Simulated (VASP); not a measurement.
Here is the system:

```xyz
2
Lattice="2.9656 0.0000 0.0000 0.0000 2.9479 0.0000 0.0000 0.0000 2.9100" Properties=species:S:1:pos:R:3 pbc="T T T"
Al     1.4828     1.4739     1.4550
Ni     0.0281     0.0000     0.0000
```
Cell charge -0.02.

Computed with PBE GGA, VASP's PBE PAW potentials (set 64) (plane waves; VASP). Settings: NELECT = 13.02, 400 eV cut-off, 11×11×11 Γ-centred mesh, Gaussian smearing of 0.050 eV, potentials Al Ni.

The cell is charged, with a uniform compensating background.

Q: What does the run give for the energy per atom (σ→0), pressure, largest force, band gap (on the k-mesh) with the smallest direct gap where there is one?

A: 
| Quantity | Result |
|---|---|
| band gap (on the k-mesh) | none (metal, semimetal or under 0.01 eV) |
| energy per atom (σ→0) | -5.161 eV/atom |
| pressure | -5.45 GPa |
| largest force | 0.130 eV/Å |

The absolute energy has meaning only against runs of the same code, potentials and settings.

The compound is NiAl in the CsCl type structure. The cell was not relaxed at this level, atoms are displaced from their ideal sites. The run is one of a series of settings (ISMEAR = 0, NELECT = 13.02, SIGMA = 0.05 against the base run), some of them coarse on purpose. The run is not spin-polarised, so no magnetic state was tried. The electron count is odd and the run is not spin-polarised, which forces a metal.
